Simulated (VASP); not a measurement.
Data:

```yaml
crystal:
  lattice:
    - [0.00000, 2.72775, 2.72775]
    - [2.72775, 0.00000, 2.72775]
    - [2.72775, 2.72775, 0.00000]
  atoms:
    - { symbol: Yb, position: [0.00000, 0.00000, 0.00000] }
```

Level of theory: vdW-DF2, VASP's PBE PAW potentials (set 64) (plane waves; VASP). Settings: 520 eV cut-off, Gaussian smearing of 0.050 eV, potentials Yb_2.

The 4f electrons are frozen in the core of the lanthanide potential, so 4f levels, which can set the real gap, and their magnetism are missing.

**Question.** Predict the band gap (along the path) with the smallest direct gap where there is one.

**Answer.** 
| Item | Value |
|---|---|
| band gap (along the path) | 0.01 eV |
| smallest direct gap (along the path) | 0.04 eV |

The compound is Yb in the fcc structure. It was relaxed first.
